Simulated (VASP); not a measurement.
These are PBE GGA, VASP's PBE PAW potentials (set 64) (plane waves; VASP 6.6.1) values and carry that method's errors.

VASP ran on this input.

### POSCAR
```
MgB2
3.0821340
  0.5000001482  -0.8660255003   0.0000000000
  0.5000001482   0.8660255003   0.0000000000
  0.0000000000   0.0000000000   1.1365922484
Mg B
1 2
Direct
  0.0000000000   0.0000000000   0.0000000000
  0.3333330000   0.6666670000   0.5000000000
  0.6666670000   0.3333330000   0.5000000000
```

**INCAR**
```
# general
SYSTEM = MgB2
PREC   = Accurate
ENCUT  = 520
LREAL  = .False.   # projection in real space or not
LASPH  = .True.   # aspherical one-centre terms

# electronic loop
EDIFF  = 1E-7   # SCF stop (eV)
NELM   = 100   # most electronic steps
ALGO   = Normal

# smearing
ISMEAR = -5

# functional
GGA    = PE   # PBE

# ions
ISIF   = 2

# output
LWAVE  = .False.
LCHARG = .True.
LORBIT = 11   # lm-projected
NEDOS  = 601   # DOS grid

# other
LEFG   = .True.
```

**KPOINTS**
```
Automatic mesh
0
Gamma
13 13 10
0 0 0
```

POTCAR, in this order: Mg B (PBE.64 set). Program: vasp_std.

What VASP printed:

OUTCAR:
```
 ion  position               nearest neighbor table
   1  0.000  0.000  0.000-   2 2.50   3 2.50   2 2.50   3 2.50   3 2.50   3 2.50   2 2.50   2 2.50
                             3 2.50   3 2.50   2 2.50   2 2.50
   2  0.333  0.667  0.500-   3 1.78   3 1.78   3 1.78   1 2.50   1 2.50   1 2.50   1 2.50   1 2.50
                             1 2.50
   3  0.667  0.333  0.500-   2 1.78   2 1.78   2 1.78   1 2.50   1 2.50   1 2.50   1 2.50   1 2.50
                             1 2.50
  LATTYP: Found a hexagonal cell.
 ALAT       =     3.0821344859
 C/A-ratio  =     1.1365920692
 Subroutine PRICEL returns:
 Original cell was already a primitive cell.
 Subroutine GETGRP returns: Found 24 space group operations
The static configuration has the point symmetry D_6h.
The dynamic configuration has the point symmetry D_6h.
 Subroutine INISYM returns: Found 24 space group operations
 Subroutine IBZKPT returns following result:
 Found    126 irreducible k-points:

 Following reciprocal coordinates:
            Coordinates               Weight
  0.000000  0.000000  0.000000      1.000000
  0.076923  0.000000  0.000000      6.000000
  0.153846  0.000000  0.000000      6.000000
  0.230769  0.000000  0.000000      6.000000
...
```

### OSZICAR
```
       N       E                     dE             d eps       ncg     rms          rms(c)
DAV:   1     0.598584157870E+01    0.59858E+01   -0.39357E+03  2144   0.841E+02
DAV:   2    -0.167127160914E+02   -0.22699E+02   -0.22153E+02  2976   0.111E+02
DAV:   3    -0.169879057023E+02   -0.27519E+00   -0.27502E+00  2656   0.148E+01
DAV:   4    -0.169883406904E+02   -0.43499E-03   -0.43964E-03  3080   0.537E-01
DAV:   5    -0.169883408117E+02   -0.12131E-06   -0.12178E-06  2632   0.806E-03    0.523E+00
DAV:   6    -0.155725922866E+02    0.14157E+01   -0.23584E+00  2192   0.848E+00    0.254E+00
DAV:   7    -0.153307582477E+02    0.24183E+00   -0.12820E+00  2456   0.612E+00    0.762E-01
DAV:   8    -0.153282000647E+02    0.25582E-02   -0.11297E-01  2224   0.217E+00    0.404E-01
DAV:   9    -0.153216265790E+02    0.65735E-02   -0.25083E-02  2296   0.881E-01    0.568E-02
DAV:  10    -0.153218334765E+02   -0.20690E-03   -0.10210E-03  2928   0.222E-01    0.238E-02
DAV:  11    -0.153217398323E+02    0.93644E-04   -0.76817E-05  2280   0.580E-02    0.345E-03
DAV:  12    -0.153217590274E+02   -0.19195E-04   -0.41056E-06  2392   0.129E-02    0.105E-03
DAV:  13    -0.153217568900E+02    0.21374E-05   -0.93817E-08  2312   0.259E-03    0.323E-04
DAV:  14    -0.153217554897E+02    0.14002E-05   -0.21463E-08  1272   0.900E-04    0.789E-05
DAV:  15    -0.153217552846E+02    0.20507E-06   -0.11398E-09  1280   0.282E-04    0.109E-05
DAV:  16    -0.153217552393E+02    0.45335E-07   -0.95373E-11  1184   0.851E-05
   1 F= -.15321755E+02 E0= -.15321755E+02  d E =0.000000E+00
```

**OUTCAR**
```
------------------------ aborting loop because EDIFF is reached ----------------------------------------
  FORCE on cell =-STRESS in cart. coord.  units (eV):
  Direction    XX          YY          ZZ          XY          YZ          ZX
  --------------------------------------------------------------------------------------
  Total       -0.2175995     -0.2175994      0.2539932      0.0000000      0.0000000     -0.0000000
  in kB      -12.0970208    -12.0970164     14.1202601      0.0000000      0.0000000     -0.0000000
  external PRESSURE =      -3.3579257 kB  Pullay stress =       0.0000000 kB
  volume of cell :       28.82
      direct lattice vectors                 reciprocal lattice vectors
     1.541067457 -2.669206639  0.000000000     0.324450431 -0.187321578  0.000000000
     1.541067457  2.669206639  0.000000000     0.324450431  0.187321578  0.000000000
     0.000000000  0.000000000  3.503129613     0.000000000  0.000000000  0.285459035
 POSITION                                       TOTAL-FORCE (eV/Angst)
 -----------------------------------------------------------------------------------
      0.00000      0.00000      0.00000         0.000000      0.000000      0.000000
      1.54107      0.88974      1.75156         0.000000     -0.000000      0.000000
      1.54107     -0.88974      1.75156        -0.000000      0.000000      0.000000
 -----------------------------------------------------------------------------------
    total drift:                                0.000000     -0.000000      0.000000
  FREE ENERGIE OF THE ION-ELECTRON SYSTEM (eV)
  ---------------------------------------------------
  free  energy   TOTEN  =       -15.3217552393 eV

  energy  without entropy=      -15.3217552393  energy(sigma->0) =      -15.32175524

 total charge

# of ion       s       p       d       tot
------------------------------------------
    1        0.158   0.178   0.058   0.394
    2        0.687   1.235   0.000   1.922
    3        0.687   1.235   0.000   1.922
--------------------------------------------------
tot          1.533   2.647   0.058   4.238
```
(Selected blocks of OUTCAR.)

For a metal the tetrahedron method with Blöchl corrections gives inexact stress and forces.

The compound is MgB2 in the AlB2 type structure. It was relaxed first.
